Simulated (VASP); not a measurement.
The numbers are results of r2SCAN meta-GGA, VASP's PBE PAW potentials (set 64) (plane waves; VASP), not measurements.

VASP ran on this input.

**KPOINTS**
```
Automatic mesh
0
G
9 9 1
```

POSCAR:
```
Y(001) slab
52.4288920
  0.0702719533   0.0000000000   0.0000000000
 -0.0351359766   0.0608573020   0.0000000000
  0.0000000000   0.0000000000   0.5000000031
Y
4
direct
  0.6666670000   0.3333330000   0.4450954265
  0.3333330000   0.6666670000   0.3382800152
  0.6666670000   0.3333330000   0.6617199848
  0.3333330000   0.6666670000   0.5549045735
```

INCAR:
```
# general
SYSTEM =Y(001) slab
PREC   =Normal
ENCUT  =400
LREAL  =F
LASPH  =T

# electronic loop
EDIFF  =1E-6   # SCF stop (eV)
NELM   =100
NELMIN =4
ALGO   =Normal
LMAXMIX=4
LMIXTAU=T

# smearing
ISMEAR =1   # Methfessel-Paxton
SIGMA  =0.1   # width (eV)

# functional
METAGGA=R2SCAN

# output
LWAVE  =F
LCHARG =F
LORBIT =11   # lm-projected
LVHAR  =T

# other
LDIPOL =T
IDIPOL =3
DIPOL  =0.5 0.5 0.5
```

POTCAR, in this order: Y_sv (PBE.64 set). Program: vasp_std. Read from the step before: WAVECAR.

Problem. What will the output report for the number of irreducible k-points (NKPTS), largest plane-wave count, number of space-group operations, FFT grid (NGX, NGY, NGZ)?

Solution. 
| Property | Value |
|---|---|
| number of irreducible k-points (NKPTS) | 12 |
| largest plane-wave count | 5652 |
| number of space-group operations | 12 |
| FFT grid (NGX, NGY, NGZ) | 18 × 18 × 128 |

The cell is a thin slab with vacuum, built from Y (hcp): (001) face.
